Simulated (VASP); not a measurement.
Data:

```
Rh3Si2
1.0
    3.95381     0.00000     0.00000
   -1.97690     3.42410     0.00000
    0.00000     0.00000     5.03509
Si Rh
2 3
Direct
  0.33333   0.66667   0.19772
  0.66667   0.33333   0.80228
  0.33333   0.66667   0.67338
  0.66667   0.33333   0.32662
  0.00000   0.00000   0.00000
```

Method: PBEsol GGA with spin-orbit coupling, VASP's PBE PAW potentials (set 64) (plane waves; VASP 6.6.1). Settings: 400 eV cut-off, 8×8×6 Γ-centred mesh, Gaussian smearing of 0.050 eV, potentials Si Rh_pv.

Q: Give the energies of bands 43 to 56 at the high-symmetry points, in eV from the Fermi level.

A: 
```tsv
band	Γ	M	K	A	L	H
43	-1.52	-2.42	-2.29	-1.97	-2.33	-1.82
44	-1.52	-2.42	-2.29	-1.97	-2.33	-1.82
45	-1.45	-2.30	-2.27	-1.91	-2.14	-1.77
46	-1.45	-2.30	-2.27	-1.91	-2.14	-1.77
47	-1.11	-2.19	-2.17	-1.36	-1.89	-1.69
48	-1.11	-2.19	-2.17	-1.36	-1.89	-1.69
49	-1.10	-1.48	-1.75	0.39	-1.73	-1.67
50	-1.10	-1.48	-1.75	0.39	-1.73	-1.67
51	-0.96	-1.02	-1.58	0.40	-1.40	-1.11
52	-0.96	-1.02	-1.58	0.40	-1.40	-1.11
53	-0.34	-0.89	-1.51	1.30	-0.77	-1.02
54	-0.34	-0.89	-1.51	1.30	-0.77	-1.02
55	2.02	0.30	1.53	3.92	1.29	1.28
56	2.02	0.30	1.53	3.92	1.29	1.28
```

It has no gap at this level: it comes out as a metal or semimetal.

The structure comes from a computed database's Si2Rh3 entry (P-3m1); how it stands against other phases isn't given here. It was relaxed first.
